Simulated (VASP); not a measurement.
All values below come from PBEsol GGA, VASP's PBE PAW potentials (set 64) (plane waves; VASP).

Input for VASP

File POSCAR:
```
WSi2
1
   -1.5691582454     1.5691582454     3.8321887528
    1.5691582454    -1.5691582454     3.8321887528
    1.5691582454     1.5691582454    -3.8321887528
Si W
2 1
Direct
  0.6655434233   0.6655434233   0.0000000000
  0.3344565767   0.3344565767   0.0000000000
  0.0000000000   0.0000000000   0.0000000000
```

### KPOINTS
```
Automatic mesh
0
G
 13 13 13
```

**INCAR**
```
# general
SYSTEM  = WSi2
PREC    = Accurate
ENCUT   = 520
LREAL   = .False.   # projection in real space or not
LASPH   = .True.

# electronic loop
EDIFF   = 1E-7   # SCF stop (eV)
NELM    = 100   # most electronic steps
ALGO    = Normal   # blocked Davidson
LMAXMIX = 6

# smearing
ISMEAR  = 1
SIGMA   = 0.1

# functional
GGA     = PS

# ions
IBRION  = 2   # conjugate gradients
NSW     = 30   # most ionic steps
ISIF    = 4
EDIFFG  = -0.01   # ionic stop

# output
LWAVE   = .False.
LCHARG  = .False.
```

POTCAR, in this order: Si W_sv (PBE.64 set). Program: vasp_std.

The resulting files:

**OUTCAR**
```
 ion  position               nearest neighbor table
   1  0.666  0.666  0.000-   2 2.54   3 2.56   3 2.56   3 2.56   3 2.56   3 2.56   2 2.57   2 2.57
                             2 2.57   2 2.57
   2  0.334  0.334  0.000-   1 2.54   3 2.56   3 2.56   3 2.56   3 2.56   3 2.56   1 2.57   1 2.57
                             1 2.57   1 2.57
   3  0.000  0.000  0.000-   1 2.56   1 2.56   1 2.56   2 2.56   1 2.56   2 2.56   2 2.56   2 2.56
                             1 2.56   2 2.56
  LATTYP: Found a body centered tetragonal cell.
 ALAT       =     3.1383164908
 C/A-ratio  =     2.4421939368
 Subroutine PRICEL returns:
 Original cell was already a primitive cell.
 Subroutine GETGRP returns: Found 16 space group operations
The static configuration has the point symmetry D_4h.
The dynamic configuration has the point symmetry D_4h.
 Subroutine INISYM returns: Found 16 space group operations
 Subroutine IBZKPT returns following result:
 Found    196 irreducible k-points:

 Following reciprocal coordinates:
            Coordinates               Weight
  0.000000  0.000000  0.000000      1.000000
  0.076923  0.000000 -0.000000      8.000000
  0.153846 -0.000000  0.000000      8.000000
  0.230769  0.000000 -0.000000      8.000000
  0.307692 -0.000000  0.000000      8.000000
  0.384615  0.000000 -0.000000      8.000000
  0.461538  0.000000 -0.000000      8.000000
  0.076923  0.076923 -0.000000      8.000000
  0.153846  0.076923 -0.000000     16.000000
  0.230769  0.076923  0.000000     16.000000
  0.307692  0.076923  0.000000     16.000000
  0.384615  0.076923 -0.000000     16.000000
  0.461538  0.076923  0.000000     16.000000
 -0.461538  0.076923  0.000000     16.000000
 -0.384615  0.076923  0.000000     16.000000
 -0.307692  0.076923  0.000000     16.000000
 -0.230769  0.076923  0.000000     16.000000
 -0.153846  0.076923  0.000000     16.000000
 -0.076923  0.076923  0.000000      4.000000
...
```

### OSZICAR
```
       N       E                     dE             d eps       ncg     rms          rms(c)
DAV:   1     0.128181283917E+03    0.12818E+03   -0.11270E+04  5888   0.149E+03
DAV:   2    -0.228972248184E+02   -0.15108E+03   -0.14921E+03  6629   0.366E+02
DAV:   3    -0.273127368697E+02   -0.44155E+01   -0.42972E+01  7791   0.531E+01
DAV:   4    -0.273421807370E+02   -0.29444E-01   -0.29397E-01  6671   0.508E+00
DAV:   5    -0.273425240877E+02   -0.34335E-03   -0.34334E-03  7868   0.553E-01    0.298E+01
DAV:   6    -0.266415308243E+02    0.70099E+00   -0.33487E+00  7140   0.145E+01    0.113E+01
DAV:   7    -0.265427799260E+02    0.98751E-01   -0.17658E-01  6545   0.276E+00    0.465E+00
DAV:   8    -0.265231840121E+02    0.19596E-01   -0.30463E-02  7721   0.149E+00    0.298E-01
DAV:   9    -0.265226588876E+02    0.52512E-03   -0.99808E-04  6951   0.265E-01    0.163E-01
DAV:  10    -0.265225413393E+02    0.11755E-03   -0.24444E-04  7259   0.159E-01    0.427E-02
DAV:  11    -0.265225381719E+02    0.31674E-05   -0.22684E-05  7434   0.388E-02    0.147E-02
DAV:  12    -0.265225383383E+02   -0.16639E-06   -0.75943E-07  7182   0.702E-03    0.387E-03
DAV:  13    -0.265225378875E+02    0.45079E-06   -0.16422E-07  4720   0.448E-03    0.516E-04
DAV:  14    -0.265225378638E+02    0.23687E-07   -0.14845E-08  3479   0.124E-03
   1 F= -.26522538E+02 E0= -.26522490E+02  d E =-.265225E+02
       N       E                     dE             d eps       ncg     rms          rms(c)
DAV:   1    -0.265291409386E+02   -0.66031E-02   -0.20024E-01  6636   0.456E+00    0.401E-01
DAV:   2    -0.265250292907E+02    0.41116E-02   -0.85974E-03  7378   0.776E-01    0.216E-01
DAV:   3    -0.265237245156E+02    0.13048E-02   -0.31150E-03  7504   0.441E-01    0.626E-02
DAV:   4    -0.265237097188E+02    0.14797E-04   -0.14272E-04  6279   0.996E-02    0.243E-02
DAV:   5    -0.265237072889E+02    0.24299E-05   -0.52673E-06  7777   0.160E-02    0.122E-02
DAV:   6    -0.265237070911E+02    0.19778E-06   -0.11317E-06  7182   0.727E-03    0.227E-03
DAV:   7    -0.265237070896E+02    0.15443E-08   -0.14003E-07  4480   0.258E-03
   2 F= -.26523707E+02 E0= -.26523674E+02  d E =-.116923E-02
       N       E                     dE             d eps       ncg     rms          rms(c)
DAV:   1    -0.265248021073E+02   -0.10950E-02   -0.23926E-02  6644   0.158E+00    0.138E-01
DAV:   2    -0.265243172950E+02    0.48481E-03   -0.99471E-04  7378   0.266E-01    0.746E-02
DAV:   3    -0.265241615057E+02    0.15579E-03   -0.37985E-04  7497   0.154E-01    0.213E-02
DAV:   4    -0.265241602213E+02    0.12845E-05   -0.16879E-05  6244   0.340E-02    0.837E-03
DAV:   5    -0.265241599316E+02    0.28962E-06   -0.60236E-07  7798   0.539E-03    0.426E-03
DAV:   6    -0.265241598925E+02    0.39116E-07   -0.12328E-07  4053   0.248E-03
   3 F= -.26524160E+02 E0= -.26524115E+02  d E =-.162203E-02
       N       E                     dE             d eps       ncg     rms          rms(c)
DAV:   1    -0.265244917914E+02   -0.33186E-03   -0.12652E-02  6874   0.103E+00    0.864E-02
DAV:   2    -0.265242829682E+02    0.20882E-03   -0.53472E-04  6839   0.188E-01    0.446E-02
DAV:   3    -0.265242255269E+02    0.57441E-04   -0.13945E-04  7469   0.897E-02    0.118E-02
DAV:   4    -0.265242239961E+02    0.15308E-05   -0.87360E-06  6622   0.239E-02    0.640E-03
DAV:   5    -0.265242237816E+02    0.21452E-06   -0.33196E-07  7595   0.423E-03    0.323E-03
DAV:   6    -0.265242237452E+02    0.36359E-07   -0.56680E-08  3374   0.162E-03
   4 F= -.26524224E+02 E0= -.26524181E+02  d E =-.638527E-04
       N       E                     dE             d eps       ncg     rms          rms(c)
DAV:   1    -0.265242661829E+02   -0.42401E-04   -0.12255E-03  6853   0.319E-01    0.269E-02
DAV:   2    -0.265242458723E+02    0.20311E-04   -0.51586E-05  6839   0.588E-02    0.138E-02
DAV:   3    -0.265242403198E+02    0.55525E-05   -0.13550E-05  7490   0.281E-02    0.365E-03
DAV:   4    -0.265242401862E+02    0.13358E-06   -0.84460E-07  6573   0.745E-03    0.199E-03
DAV:   5    -0.265242401786E+02    0.76284E-08   -0.29336E-08  3444   0.131E-03
   5 F= -.26524240E+02 E0= -.26524197E+02  d E =-.802860E-04
```

File OUTCAR:
```
------------------------ aborting loop because EDIFF is reached ----------------------------------------
  FORCE on cell =-STRESS in cart. coord.  units (eV):
  Direction    XX          YY          ZZ          XY          YZ          ZX
  --------------------------------------------------------------------------------------
  Total        3.8444342      3.8444342      3.8450485      0.0000000     -0.0000000      0.0000000
  in kB      163.1934205    163.1934205    163.2194984      0.0000000     -0.0000000      0.0000000
  external PRESSURE =     163.2021132 kB  Pullay stress =       0.0000000 kB
  volume of cell :       37.74
      direct lattice vectors                 reciprocal lattice vectors
    -1.567230556  1.567230556  3.841621712     0.000000000  0.319034106  0.130153367
     1.567230556 -1.567230556  3.841621712     0.319034106  0.000000000  0.130153367
     1.567230556  1.567230556 -3.841621712     0.319034106  0.319034106  0.000000000
 POSITION                                       TOTAL-FORCE (eV/Angst)
 -----------------------------------------------------------------------------------
      0.00000      0.00000      5.12029        -0.000000     -0.000000      0.000084
      0.00000      0.00000      2.56296         0.000000      0.000000     -0.000084
      0.00000      0.00000     -0.00000        -0.000000     -0.000000      0.000000
 -----------------------------------------------------------------------------------
    total drift:                               -0.000000      0.000000     -0.000000
  FREE ENERGIE OF THE ION-ELECTRON SYSTEM (eV)
  ---------------------------------------------------
  free  energy   TOTEN  =       -26.5242401786 eV

  energy  without entropy=      -26.5241092192  energy(sigma->0) =      -26.52419653

 reached required accuracy - stopping structural energy minimisation
```
(Selected blocks of OUTCAR.)

**CONTCAR**
```
WSi2
   1.00000000000000
    -1.5672305564312039    1.5672305564312039    3.8416217122503098
     1.5672305564312039   -1.5672305564312039    3.8416217122503098
     1.5672305564312039    1.5672305564312039   -3.8416217122503098
  Si              W
     2     1
Direct
     0.6664226286272569    0.6664226286272569    0.0000000000000000
     0.3335773713727432    0.3335773713727432    0.0000000000000000
     0.0000000000000000    0.0000000000000000    0.0000000000000000
```

The compound is WSi2 in the MoSi2 type structure. This cell is one point of a volume scan, at 0.94 of the reference volume. Symmetry was kept, so distortions that lower it aren't found.
